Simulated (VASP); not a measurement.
A run of VASP 6.6.1 is set up as follows.

File POSCAR:

```
BN
1.0
    0.0000000000      1.8075000000      1.8075000000
    1.8075000000      0.0000000000      1.8075000000
    1.8075000000      1.8075000000      0.0000000000
B N
1 1
Direct
    0.0000000000      0.0000000000      0.0000000000
    0.2500000000      0.2500000000      0.2500000000
```

File INCAR.step1:

```
  ALGO = Normal
  EDIFF = 1E-8
  EDIFFG = -0.002
  ENCUT = 600
  IBRION = 2
  ISIF = 3
  ISMEAR = 0
  LASPH = T
  LCHARG = F
  LMIXTAU = T
  LREAL = F
  LWAVE = F
  METAGGA = R2SCAN
  NELM = 80
  NSW = 40
  PREC = Accurate
  SIGMA = 0.02
```

Contents of INCAR.step2:

```
  ALGO = Normal
  EDIFF = 1E-8
  ENCUT = 600
  IBRION = 6
  ISIF = 3
  ISMEAR = 0
  LASPH = T
  LCHARG = F
  LMIXTAU = T
  LREAL = F
  LWAVE = F
  METAGGA = R2SCAN
  NELM = 80
  NFREE = 2
  NSW = 1
  POTIM = 0.015
  PREC = Accurate
  SIGMA = 0.02
```

File KPOINTS:

```
k-points
0
Gamma
  12 12 12
```

Potentials or basis: VASP PAW PBE potentials, release 64 (B, N).

Command:

```console
$ cat potpaw_PBE.64/B/POTCAR potpaw_PBE.64/N/POTCAR > POTCAR
$ cp INCAR.step1 INCAR
$ mpirun -np 1 vasp_std > vasp.out
$ cp CONTCAR POSCAR
$ cp INCAR.step2 INCAR
$ mpirun -np 1 vasp_std > vasp.out
```

(1) Estimate the elastic constants C11, C12, C44.

(2) Estimate the Voigt bulk modulus.

(3) Estimate the relaxed volume.

(4) What does it give for the highest phonon frequency at Γ, LO-TO splitting left out?

(5) Estimate the relaxed cell.

Answers

(1) 820, 176, 466 GPa.

(2) 391 GPa.

(3) 5.90 Å³/atom.

(4) 1041 cm⁻¹.

(5) a = 2.555 Å, b = 2.555 Å, c = 2.555 Å, α = 60.00°, β = 60.00°, γ = 60.00°.

Caveat: the PAW data sets were made with another functional, which shifts forces and pressure a little.
